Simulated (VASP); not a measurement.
Input:

```
CELL_PARAMETERS angstrom
      0.00000     2.54354     2.54354
      2.54354     0.00000     2.54354
      2.54354     2.54354     0.00000
ATOMIC_POSITIONS crystal
  Be 0.00000 0.00000 0.00000
  Se 0.25000 0.25000 0.25000
```

All values below come from LDA (Ceperley-Alder, Perdew-Zunger), VASP's LDA PAW potentials (set 64) (plane waves; VASP 6.6.1). Settings: 500 eV cut-off, 9×9×9 Γ-centred mesh, Gaussian smearing of 0.050 eV, potentials Be Se.

Task: Predict the energy per atom (σ→0).

Result: 
* **energy per atom (σ→0)**: -5.005 eV/atom

Only differences to runs with the same potentials and settings are physical.

The compound is BeSe in the zinc blende structure. It was relaxed first.
